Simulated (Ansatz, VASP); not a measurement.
CuW: VASP beside Ansatz

```
Cu W
1.0
     0.00000    2.57151    2.57151
     2.57151    0.00000    2.57151
     2.57151    2.57151    0.00000
Cu W
1 1
Direct
  0.00000 0.00000 0.00000
  0.25000 0.25000 0.25000
```

Change from the starting cell: species swapped into the InP type (F-43m, No. 216).

Alike in both runs: task relaxation of cell and atoms; functional PBE; k mesh 6 × 6 × 6; occupations gaussian, width 0.1 eV; no spin polarisation.

|  | VASP | Ansatz |
| --- | --- | --- |
| version | VASP 6.6.1 | Ansatz 0.2.0 |
| potentials or method | VASP PAW PBE potentials, release 64 (Cu, W_sv) | scalar-relativistic, plane waves, PAW |
| plane-wave cutoff (eV) | 600 | 420 |
| valence electrons in the cell | 25 | 33 |

Ansatz gave:

- gap on the k mesh at the Fermi level, each at its own relaxed structure (eV): none
- relaxed volume (Å³/atom): 19.96
- relaxed cell length with the largest relative difference (Å): 3.836
- energy change over the relaxation (meV/atom): -227

**Question.** What did VASP give for the same quantities?

**Answer.** gap on the k mesh at the Fermi level, each at its own relaxed structure (eV): none; relaxed volume (Å³/atom): 20.05; relaxed cell length with the largest relative difference (Å): 3.842; energy change over the relaxation (meV/atom): -238.

A gap of «none» marks a metal or a gap that the smearing closes. The two sets of potentials don't hold the same shells in valence.

Caveats: the volume moved by over 15 % at a fixed basis, so the end points are rough (VASP). Spin-orbit coupling is left out, which matters for the levels of W.
